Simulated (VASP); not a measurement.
A VASP calculation is set up with these files.

### KPOINTS
```
Automatic mesh
0
Gamma
7 7 7
```

**INCAR**
```
LWAVE  =  .FALSE.
GGA  =  ML
EDIFFG  =  -0.02   ! ionic stop
LASPH  =  .TRUE.
ENCUT  =  520
SYSTEM  =  Mg2Sn
LMAXMIX  =  4
NELM  =  100   ! most electronic steps
ALGO  =  Normal
IBRION  =  2   ! conjugate gradients
LUSE_VDW  =  .TRUE.
LCHARG  =  .FALSE.
ZAB_VDW  =  -1.8867
LREAL  =  .FALSE.
ISMEAR  =  1   ! Methfessel-Paxton
EDIFF  =  1E-6   ! SCF stop (eV)
PREC  =  Accurate
ISIF  =  3   ! ions, shape and volume
NSW  =  60
SIGMA  =  0.1   ! width (eV)
AGGAC  =  0.0
```

File POSCAR:
```
Mg2Sn
1
   -0.0000000000     3.4572737984     3.4572737984
    3.4572737984     0.0000000000     3.4572737984
    3.4572737984     3.4572737984     0.0000000000
Mg Sn
2 1
Direct
  0.2500000000   0.2500000000   0.2500000000
  0.7500000000   0.7500000000   0.7500000000
  0.0000000000   0.0000000000   0.0000000000
```

POTCAR, in this order: Mg Sn_d (PBE.64 set). Program: vasp_std.

Problem. Write an equivalent input for Quantum ESPRESSO's pw.x.

Solution. One equivalent input (not run):
```
&CONTROL
  calculation = 'vc-relax'
  pseudo_dir = './pseudo'
  outdir = './out'
  tprnfor = .true.
  tstress = .true.
  nstep = 60
  forc_conv_thr = 0.00078
/
&SYSTEM
  ibrav = 0
  nat = 3
  ntyp = 2
  ecutwfc = 84
  occupations = 'smearing'
  smearing = 'methfessel-paxton'
  degauss = 0.00735
  input_dft = 'vdw-df2'
/
&ELECTRONS
  conv_thr = 7.3e-08
  electron_maxstep = 100
/
&IONS
/
&CELL
/
ATOMIC_SPECIES
  Mg 24.305 Mg.upf
  Sn 118.710 Sn.upf
CELL_PARAMETERS angstrom
    -0.0000000    3.4572738    3.4572738
     3.4572738    0.0000000    3.4572738
     3.4572738    3.4572738    0.0000000
ATOMIC_POSITIONS crystal
  Mg   0.2500000  0.2500000  0.2500000
  Mg   0.7500000  0.7500000  0.7500000
  Sn   0.0000000  0.0000000  0.0000000
K_POINTS automatic
  7 7 7 0 0 0
```
Limits of the translation: the potentials are each code's own (VASP's PAW set, PseudoDojo norm-conserving files in pw.x), so ENCUT and ecutwfc are chosen apart and not converted; conv_thr bounds pw.x's estimated SCF error, while EDIFF bounds the energy change between steps; forc_conv_thr acts on force components and is met together with etot_conv_thr.

The compound is Mg2Sn in the antifluorite structure. It was relaxed first, which changed the volume by +7 %. The start is the result of an earlier pass.
